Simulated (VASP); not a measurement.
Be12Al, 13 atoms in the cell. The cell holds a slab with vacuum, 13 atoms: a = 4.580 Å, b = 4.580 Å, c = 14.588 Å, α = 90.00°, β = 90.00°, γ = 60.00°. The cell was built by a generator and needn't be a form met in nature.

```yaml
Program: VASP 6.6.1
Task: single point
Functional: PBEsol
Potentials_or_basis: VASP PAW PBE potentials, release 64 (Be, Al)
Cutoff: 520 eV
k_mesh: 4 × 4 × 1
Occupations: gaussian, width 0.05 eV
Spin: no spin polarisation
Dipole_correction: no
Further_INCAR_settings: ALGO = Fast; EDIFF = 1e-06; NBANDS = 26
```

Potentials or basis: VASP PAW PBE potentials, release 64 (Be, Al).

The run is started by

```bash
$ cat potpaw_PBE.64/Be/POTCAR potpaw_PBE.64/Al/POTCAR > POTCAR
$ mpirun -np 1 vasp_std > vasp.out
```

Hardware: 1 thread of Intel(R) Xeon(R) Platinum 8259CL CPU @ 2.50GHz (Skylake/Cascade Lake) (shared host).

Question: How long does it take, and how much memory?

Answer: It took 100 s on 1 thread of Intel(R) Xeon(R) Platinum 8259CL CPU @ 2.50GHz (Skylake/Cascade Lake), with other jobs on the host, peak memory 0.36 GiB. Counts: scf iterations 18, k points 10.
